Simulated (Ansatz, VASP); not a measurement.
**SiH2Ru36Cl2 (dichlorosilane on Ru(0001)): VASP beside Ansatz**

Aim: how closely do two programs agree when they are given the same cell, functional and k mesh? The cell is taken from a series of runs on this material, whose earlier steps may have relaxed, scaled, displaced or heated it; both programs get it as it stands.

Main program and level: Ansatz 0.2.0; plane waves, with VASP 6.6.1 beside it; single point at PBE with D3(BJ).

**1. The structure**

The cell holds 41 atoms: 36 Ru, 1 Si, 2 Cl and 2 H. Cell: a = 8.160 Å, b = 8.160 Å, c = 22.435 Å, α = 90.0°, β = 90.0°, γ = 60.0°. It derives from Ru (Ru(0001)). As first built, before any earlier steps moved the atoms (in the runner's words): hcp Ru(0001), 3 x 3 cells, four layers (lattice constants typed as starting values near PBE's), lower atoms held; one whole molecule of dichlorosilane lowered over a top site, eased by MACE. Vacuum lies along c.

**2. VASP: single point, PBE with D3(BJ)**

A single point gives forces, pressure and levels at one fixed geometry, so differences don't come from the geometry; what else differs is listed under the comparison.

Lines of VASP's logs that name or quote its potential files are left out, and so is its time.

Input file INCAR:

```
SYSTEM = SiH2Ru36Cl2
PREC = Accurate
ENCUT = 400
EDIFF = 1E-06
NELM = 120
ISMEAR = -1
SIGMA = 0.1
LREAL = Auto
ALGO = Normal
GGA = PE
IVDW = 12
NBANDS = 304
LASPH = .TRUE.
LORBIT = 11
LWAVE = .FALSE.
LCHARG = .FALSE.
ISIF = 2
GGA_COMPAT = .FALSE.
KPAR = 4
```

Input file POSCAR:

```
SiH2Ru36Cl2
1.0
    8.1600000000      0.0000000000      0.0000000000
    4.0800000000      7.0667700000      0.0000000000
    0.0000000000      0.0000000000     22.4350000000
Ru Si Cl H
36 1 2 2
Direct
    0.8888900000      0.2222200000      0.0445700000
    0.2222200000      0.2222200000      0.0445700000
    0.5555600000      0.2222200000      0.0445700000
    0.8888900000      0.5555600000      0.0445700000
    0.2222200000      0.5555600000      0.0445700000
    0.5555600000      0.5555600000      0.0445700000
    0.8888900000      0.8888900000      0.0445700000
    0.2222200000      0.8888900000      0.0445700000
    0.5555600000      0.8888900000      0.0445700000
    0.0000000000      0.0000000000      0.1401800000
    0.3333300000      0.0000000000      0.1401800000
    0.6666700000      0.0000000000      0.1401800000
    0.0000000000      0.3333300000      0.1401800000
    0.3333300000      0.3333300000      0.1401800000
    0.6666700000      0.3333300000      0.1401800000
    0.0000000000      0.6666700000      0.1401800000
    0.3333300000      0.6666700000      0.1401800000
    0.6666700000      0.6666700000      0.1401800000
    0.8891500000      0.2221200000      0.2349900000
    0.2217700000      0.2213700000      0.2337300000
    0.5560100000      0.2233500000      0.2343700000
    0.8900700000      0.5555600000      0.2346200000
    0.2217700000      0.5553200000      0.2335800000
    0.5568700000      0.5546400000      0.2341800000
    0.8902500000      0.8888500000      0.2348200000
    0.2208900000      0.8904800000      0.2337500000
    0.5556300000      0.8890900000      0.2342000000
    0.0001300000      0.9996700000      0.3261200000
    0.3349000000      0.9998900000      0.3269600000
    0.6689100000      0.9965100000      0.3262600000
    0.0001400000      0.3345600000      0.3269800000
    0.3336800000      0.3328400000      0.3294000000
    0.6718200000      0.3311900000      0.3282600000
    0.9961100000      0.6701800000      0.3270400000
    0.3338000000      0.6748900000      0.3291000000
    0.6709200000      0.6694800000      0.3257600000
    0.3701000000      0.4823000000      0.4118500000
    0.2211800000      0.5530200000      0.4910600000
    0.6658000000      0.3448100000      0.4419700000
    0.2315900000      0.2238700000      0.3748800000
    0.3494400000      0.7197000000      0.4012200000
```

Input file KPOINTS:

```
Automatic mesh
0
Gamma
3 3 1
0 0 0
```

PAW data sets: Ru_pv, Si, Cl and H (PBE family, release 64).

On the command line:

```sh
> mpirun -np 8 vasp_std
```

Numbers of over 12 decimals in the logs are rounded to 6 here.

Log:

```text
[banner, memory and clock lines left out]
running    8 mpi-ranks, on    1 nodes
[...]
|                                                                             |
|           W    W    AA    RRRRR   N    N  II  N    N   GGGG   !!!           |
|           W    W   A  A   R    R  NN   N  II  NN   N  G    G  !!!           |
|           W    W  A    A  R    R  N N  N  II  N N  N  G       !!!           |
|           W WW W  AAAAAA  RRRRR   N  N N  II  N  N N  G  GGG   !            |
|           WW  WW  A    A  R   R   N   NN  II  N   NN  G    G                |
|           W    W  A    A  R    R  N    N  II  N    N   GGGG   !!!           |
|                                                                             |
|     For optimal performance we recommend to set                             |
|       NCORE = 2 up to number-of-cores-per-socket                            |
|     NCORE specifies how many cores store one orbital (NPAR=cpu/NCORE).      |
|     This setting can greatly improve the performance of VASP for DFT.       |
|     The default, NCORE=1 might be grossly inefficient on modern             |
|     multi-core architectures or massively parallel machines. Do your        |
|     Unfortunately you need to use the default for GW and RPA                |
|     calculations (for HF NCORE is supported but not extensively tested      |
|     yet).                                                                   |
|                                                                             |

 LDA part: xc-table for (Slater+PW92), standard interpolation
 POSCAR, INCAR and KPOINTS ok, starting setup
[...]
entering main loop
       N       E                     dE             d eps       ncg     rms          rms(c)
DAV:   1     0.482392294947E+04    0.48239E+04   -0.29458E+05  3936   0.136E+03
DAV:   2    -0.120678907117E+03   -0.49446E+04   -0.47721E+04  3240   0.440E+02
DAV:   3    -0.347341049923E+03   -0.22666E+03   -0.21555E+03  4336   0.787E+01
DAV:   4    -0.359763699719E+03   -0.12423E+02   -0.12014E+02  3912   0.140E+01
[...]
DAV:  39    -0.335202449682E+03   -0.57714E-05   -0.23197E-07  1720   0.101E-03    0.107E-03
DAV:  40    -0.335202451963E+03   -0.22814E-05   -0.11236E-07  1664   0.837E-04    0.775E-04
DAV:  41    -0.335202452822E+03   -0.85935E-06   -0.47174E-08  1664   0.470E-04
   1 F= -.35272108E+03 E0= -.35204148E+03  d E =-.135919E+01
```

OUTCAR, selected parts (step 2):

```text
 Edisp (eV)  -17.51863

  Total     -41.00046   -40.23631   -17.32465     0.61009     0.01891    -0.05651
  in kB     -50.77642   -49.83008   -21.45546     0.75556     0.02342    -0.06998
  external pressure =      -40.69 kB  Pullay stress =        0.00 kB

 POSITION                                       TOTAL-FORCE (eV/Angst)
 -----------------------------------------------------------------------------------
      8.16000      1.57038      0.99993         0.036777     -0.022703      0.683625
      2.71997      1.57038      0.99993        -0.028608      0.035446      0.695004
      5.44003      1.57038      0.99993         0.014268     -0.016949      0.738178
      9.52003      3.92601      0.99993         0.039468     -0.054321      0.733043
      4.08000      3.92601      0.99993        -0.030535      0.011839      0.706581
      6.80005      3.92601      0.99993         0.029124     -0.028318      0.738849
     10.88001      6.28158      0.99993         0.059918     -0.004668      0.730819
      5.43999      6.28158      0.99993        -0.060738      0.033019      0.685090
      8.16004      6.28158      0.99993        -0.010671      0.036058      0.742868
      0.00000      0.00000      3.14494        -0.032167      0.067431     -0.816743
      2.71997      0.00000      3.14494         0.019288     -0.026525     -0.809566
      5.44003      0.00000      3.14494         0.027597      0.049883     -0.688308
      1.35999      2.35557      3.14494        -0.071092      0.006698     -0.774955
      4.07996      2.35557      3.14494         0.000794     -0.053347     -0.608364
[...]
-----------------------------------------------------------------------------------
    total drift:                                0.004466     -0.000685     -0.010041

  FREE ENERGIE OF THE ION-ELECTRON SYSTEM (eV)
  ---------------------------------------------------
  free  energy   TOTEN  =      -352.7210820104 eV

  energy  without entropy=     -351.3618872504  energy(sigma->0) =     -352.04148463

[... 2 further parts left out ...]
[key lines of the parts left out:]
E-fermi :   2.2512
```

This run has no spin polarisation, so a moment on Ru, if there is one, isn't seen.

**3. Ansatz: single point, PBE with D3(BJ)**

Ansatz runs on its default PAW (the set named soft_2) files.

The same cell, functional, mesh and smearing now go to Ansatz, which takes its cutoff from its data sets.

Input file input.yaml:

```yaml
crystal:
  lattice:
    - [8.16, 0.0, 0.0]
    - [4.08, 7.06677, 0.0]
    - [0.0, 0.0, 22.435]
  atoms:
    - { symbol: Ru, position: [0.88889, 0.22222, 0.04457] }
    - { symbol: Ru, position: [0.22222, 0.22222, 0.04457] }
    - { symbol: Ru, position: [0.55556, 0.22222, 0.04457] }
    - { symbol: Ru, position: [0.88889, 0.55556, 0.04457] }
    - { symbol: Ru, position: [0.22222, 0.55556, 0.04457] }
    - { symbol: Ru, position: [0.55556, 0.55556, 0.04457] }
    - { symbol: Ru, position: [0.88889, 0.88889, 0.04457] }
    - { symbol: Ru, position: [0.22222, 0.88889, 0.04457] }
    - { symbol: Ru, position: [0.55556, 0.88889, 0.04457] }
    - { symbol: Ru, position: [0.0, 0.0, 0.14018] }
    - { symbol: Ru, position: [0.33333, 0.0, 0.14018] }
    - { symbol: Ru, position: [0.66667, 0.0, 0.14018] }
    - { symbol: Ru, position: [0.0, 0.33333, 0.14018] }
    - { symbol: Ru, position: [0.33333, 0.33333, 0.14018] }
    - { symbol: Ru, position: [0.66667, 0.33333, 0.14018] }
    - { symbol: Ru, position: [0.0, 0.66667, 0.14018] }
    - { symbol: Ru, position: [0.33333, 0.66667, 0.14018] }
    - { symbol: Ru, position: [0.66667, 0.66667, 0.14018] }
    - { symbol: Ru, position: [0.88915, 0.22212, 0.23499] }
    - { symbol: Ru, position: [0.22177, 0.22137, 0.23373] }
    - { symbol: Ru, position: [0.55601, 0.22335, 0.23437] }
    - { symbol: Ru, position: [0.89007, 0.55556, 0.23462] }
    - { symbol: Ru, position: [0.22177, 0.55532, 0.23358] }
    - { symbol: Ru, position: [0.55687, 0.55464, 0.23418] }
    - { symbol: Ru, position: [0.89025, 0.88885, 0.23482] }
    - { symbol: Ru, position: [0.22089, 0.89048, 0.23375] }
    - { symbol: Ru, position: [0.55563, 0.88909, 0.2342] }
    - { symbol: Ru, position: [0.00013, 0.99967, 0.32612] }
    - { symbol: Ru, position: [0.3349, 0.99989, 0.32696] }
    - { symbol: Ru, position: [0.66891, 0.99651, 0.32626] }
    - { symbol: Ru, position: [0.00014, 0.33456, 0.32698] }
    - { symbol: Ru, position: [0.33368, 0.33284, 0.3294] }
    - { symbol: Ru, position: [0.67182, 0.33119, 0.32826] }
    - { symbol: Ru, position: [0.99611, 0.67018, 0.32704] }
    - { symbol: Ru, position: [0.3338, 0.67489, 0.3291] }
    - { symbol: Ru, position: [0.67092, 0.66948, 0.32576] }
    - { symbol: Si, position: [0.3701, 0.4823, 0.41185] }
    - { symbol: Cl, position: [0.22118, 0.55302, 0.49106] }
    - { symbol: Cl, position: [0.6658, 0.34481, 0.44197] }
    - { symbol: H, position: [0.23159, 0.22387, 0.37488] }
    - { symbol: H, position: [0.34944, 0.7197, 0.40122] }
kpoints:
  mp_grid: { grid: [3, 3, 1] }
hamiltonian:
  xc: pbe
  dispersion: d3bj
scf:
  occupations: { method: fermi_dirac, width: 0.1 }
output:
  forces: true
  populations: true
  dos:
    method: { smearing: { sigma: 0.08 } }
    de: 0.1
    projected:
      site_lists:
        Cl: [Cl]
        H: [H]
        Ru: [Ru]
        Si: [Si]
        slab: [0, 1, 2, 3, 4, 5, 6, 7, 8, 9, 10, 11, 12, 13, 14, 15, 16, 17, 18, 19, 20, 21, 22, 23, 24, 25, 26, 27, 28, 29, 30, 31, 32, 33, 34, 35]
        adsorbate: [36, 37, 38, 39, 40]
  eigenvalues: true
  write_density: true
  write_potential: true
  volumetric_format: npy
```

On the command line:

```sh
> ansatz run input.yaml --threads 5 --pin off --max-ram 81920MiB --backend cuda --events-out ev --progress --plain --runs-dir out
```

Log:

```text
Engine: ansatz 0.2.0, x86_64-unknown-linux-gnu
Pseudopotentials: kind: paw
Pseudopotential: Ru, paw, valence charge 16, recommended cutoff 420 eV (normal), Ru.paw.azcp
Pseudopotential: Si, paw, valence charge 4, recommended cutoff 420 eV (normal), Si.paw.azcp
Pseudopotential: Cl, paw, valence charge 7, recommended cutoff 420 eV (normal), Cl.paw.azcp
Pseudopotential: H, paw, valence charge 1, recommended cutoff 420 eV (normal), H.paw.azcp
Functional definition: PBE
  parameter kappa = 0.804
  parameter beta = 0.066725
  exchange = pbe_x(kappa = kappa, mu = beta*pi^2/3)
  correlation = pbe_c(beta = beta)
device memory: the entry about to start is reckoned to put 21.4 GiB on a device that reports 59.6 GiB free
GPU FFT provider: cuFFT
GPU libraries: cuBLAS 13.8.2, cuFFT 12.4.0, cuSOLVER 12.3.4
Crystal: 41 atoms, lattice volume = 1293.711 Å³
Basis set: ecut = 420 eV, 25389 PW (Γ), exchange–correlation on 120×120×300 points (8 copies of the dense FFT grid, shifted against one another)
Bands: 358, of which v1, the nominal top of the filled ones, is band 298 counted from 1 (297 counted from 0)
Symmetry: 1 space group operations
Space group: P1 (ITA 1), of the structure as read, at distance tolerance 1.1e-4 Å
k-points: 5 of 9 (time reversal used)
Non-local potential: Ru, projectors of the file, l = 0: 3, l = 1: 2, l = 2: 2, l = 3: 1
Non-local potential: Si, projectors of the file, l = 0: 2, l = 1: 2, l = 2: 2
Non-local potential: Cl, projectors of the file, l = 0: 2, l = 1: 2, l = 2: 2
Non-local potential: H, projectors of the file, l = 0: 2, l = 1: 1
PAW form: soft (Blöchl's): semilocal exchange-correlation on the pseudo side does not see the compensation charge
PAW one-centre angular grid: Ru, 590 points (default); XC on 64 Gauss nodes
PAW one-centre angular grid: Si, 110 points (default); XC on 64 Gauss nodes
PAW one-centre angular grid: Cl, 110 points (default); XC on 64 Gauss nodes
PAW one-centre angular grid: H, 110 points (default); XC on 64 Gauss nodes
Initial density: superposition of atomic densities (neutral atoms: chi_scale 0, normalization atom), corrected by the library's trained network
Initial wavefunctions: pseudopotential atomic-orbital guess
GPU buffer pool allocated for 540000 grid points (all kernels)
GPU transforms: local potential and band sums: pruned to the plane-wave sphere, on 54×54×150
Functional: x = pbe(κ = 0.804, μ = 0.219515), c = pbe(β = 0.066725)
SCF iter   1: F=—  HF=-214464.171295 eV  |F-HF|=—  |Δ(HF+E_count)|=         —  Δρ=1.25e-2  dr2=1.71e1  ethr=1.77e-3  ⟨swp⟩=7.0  Hψ=7412  notcnv=0  defer=8
preconditioner: auto → LDOS  [metal: Δε(μ)=0.021 eV  Ē_g=4.705 eV  σ=0.100 eV  W_gap=0.05  n_scr=286 (ndim 8)  ℏωp=18.1 eV  f_vac=0.515  D(μ)=39.90/eV (n_scr^D=262)  β→1.0]
SCF iter   2: F=—  HF=-214463.841375 eV  |F-HF|=—  |Δ(HF+E_count)|=   3.30e-1  Δρ=4.08e-3  dr2=4.33e-1  ethr=1.77e-3  ⟨swp⟩=2.0  Hψ=2076  notcnv=0  defer=10
SCF iter   3: F=—  HF=-214463.822631 eV  |F-HF|=—  |Δ(HF+E_count)|=   1.87e-2  Δρ=1.12e-3  dr2=4.79e-2  ethr=7.26e-5  ⟨swp⟩=2.2  Hψ=2608  notcnv=0  defer=10
SCF iter   4: F=—  HF=-214463.820264 eV  |F-HF|=—  |Δ(HF+E_count)|=   2.37e-3  Δρ=3.01e-4  dr2=2.72e-3  ethr=8.03e-6  ⟨swp⟩=2.0  Hψ=2284  notcnv=0  defer=10
SCF iter   5: F=—  HF=-214463.817530 eV  |F-HF|=—  |Δ(HF+E_count)|=   2.73e-3  Δρ=8.67e-5  dr2=1.61e-4  ethr=4.57e-7  ⟨swp⟩=2.0  Hψ=2594  notcnv=0  defer=10
SCF iter   6: F=—  HF=-214463.817556 eV  |F-HF|=—  |Δ(HF+E_count)|=   2.58e-5  Δρ=4.05e-5  dr2=3.86e-5  ethr=2.70e-8  ⟨swp⟩=3.2  Hψ=3590  notcnv=0  defer=10
SCF iter   7: F=—  HF=-214463.820236 eV  |F-HF|=—  |Δ(HF+E_count)|=   2.68e-3  Δρ=1.32e-5  dr2=6.72e-6  ethr=6.47e-9  ⟨swp⟩=2.0  Hψ=2570  notcnv=0  defer=10
SCF iter   8: F=—  HF=-214463.820238 eV  |F-HF|=—  |Δ(HF+E_count)|=   1.93e-6  Δρ=5.76e-6  dr2=1.27e-6  ethr=1.13e-9  ⟨swp⟩=2.4  Hψ=2601  notcnv=0  defer=10
SCF iter   9: F=—  HF=-214463.820239 eV  |F-HF|=—  |Δ(HF+E_count)|=   7.63e-7  Δρ=2.10e-6  dr2=1.46e-7  ethr=2.13e-10  ⟨swp⟩=2.4  Hψ=2696  notcnv=0  defer=10
SCF iter  10: F=-214463.820239 eV  HF=-214463.820239 eV  |F-HF|=3.81e-8  |Δ(HF+E_count)|=   1.55e-8  Δρ=8.60e-7  dr2=1.53e-8  ethr=1.68e-11  ⟨swp⟩=20.6  Hψ=18379  notcnv=0
SCF 1 converged in 10 iterations: F = -214463.820239 eV  dr2 = 1.53e-8
  greatest PAW one-centre occupation: 0.998 electrons in one spin orbital (limit 2), on the Ru atom at site 27 (counted from 0), in its partial waves of l = 0
[...]
k-point 2: bands = [... 294 lower, 6.1582, 6.1987, 6.2424, 6.2742, 6.3787, 6.3901, 6.4060, 6.4568, ... 56 higher]
  k-point 4: bands = [... 294 lower, 6.0841, 6.1601, 6.1707, 6.2300, 6.2767, 6.3465, 6.3859, 6.4600, ... 56 higher]
--- Löwdin populations: 41 sites ---
  site symbol       q [e]
     0     Ru     15.9499
     1     Ru     15.9521
     2     Ru     15.9466
     3     Ru     15.9526
     4     Ru     15.9471
     5     Ru     15.9439
     6     Ru     15.9534
     7     Ru     15.9494
     8     Ru     15.9524
     9     Ru     15.8776
    10     Ru     15.8738
    11     Ru     15.8726
    12     Ru     15.8801
    13     Ru     15.8749
    14     Ru     15.8741
    15     Ru     15.8732
    16     Ru     15.8765
    17     Ru     15.8687
    18     Ru     15.8661
    19     Ru     15.8793
    20     Ru     15.8785
    21     Ru     15.8594
    22     Ru     15.8840
    23     Ru     15.8773
[...]
33     Ru     15.9070
    34     Ru     15.9850
    35     Ru     15.8949
    36     Si      3.4580
    37     Cl      7.2067
    38     Cl      7.1731
    39      H      1.1193
    40      H      1.0490
  spilling = 0.005874 (of n_electrons = 596.000000)
```

Reading the cycles: dr2 is the Hartree energy of the density residual (eV), the measure of convergence; HF is the Harris–Foulkes estimate of the energy, which meets the free energy F at convergence.

**4. Comparison**

Known differences besides the potentials themselves: the data sets hold 596 valence electrons in Ansatz (on its default PAW (the set named soft_2) files) and 524 in VASP; the cutoff is 420 eV in Ansatz and 400 eV in VASP (PREC = Accurate, projectors in real space). Total energies have different zeros and are not compared.

Forces on 10 of the 41 atoms, those with the largest forces and the largest differences (eV/Å; atoms numbered as in POSCAR):

| atom | Ansatz x, y, z | VASP x, y, z |
| --- | --- | --- |
| Ru3 | 0.015, -0.017, 0.742 | 0.014, -0.017, 0.738 |
| Ru6 | 0.029, -0.029, 0.743 | 0.029, -0.028, 0.739 |
| Ru9 | -0.010, 0.036, 0.747 | -0.011, 0.036, 0.743 |
| Ru10 | -0.031, 0.067, -0.812 | -0.032, 0.067, -0.817 |
| Ru11 | 0.019, -0.026, -0.805 | 0.019, -0.027, -0.810 |
| Ru13 | -0.070, 0.007, -0.771 | -0.071, 0.007, -0.775 |
| Ru16 | -0.004, 0.021, -0.811 | -0.005, 0.022, -0.816 |
| Ru35 | -0.009, -0.005, 0.018 | -0.011, -0.001, -0.013 |
| Si37 | -0.010, -0.001, -0.005 | -0.009, -0.005, 0.065 |
| Cl38 | 0.016, -0.003, -0.005 | 0.039, -0.014, -0.045 |

The forces differ by 9.4 meV/Å r.m.s., which is 3.4 % of the r.m.s. force of 0.278 eV/Å (both taken over all components). With vacuum in the cell, a pressure given here is an average over mostly empty space and none of the material.

**5. Summary of results**

```
r.m.s. force difference (single point, PBE with D3(BJ)) : 3.4 % of the r.m.s. force
```

In words: The r.m.s. force difference is 3.4 % of the r.m.s. force (single point, PBE with D3(BJ)), beyond the 3 % picked in this series as the mark of a large difference. The data sets hold unlike numbers of valence electrons (596 in Ansatz and 524 in VASP), so part of the differences comes from the potentials. How closely two codes agree says nothing of how well the functional describes the real material.

[Lines on the potential files, build, host, timing and source positions are cut from VASP's logs without a mark.]

[Logs are printed without paths, hosts, clocks, repeated set-up lines and the standing remarks that a program may print on its own settings, such as how far it seeks lower states.]

[Hosts, paths, dates, database ids (printed as entryN), source tags and the programs' standing remarks are cut or masked in the printed files.]
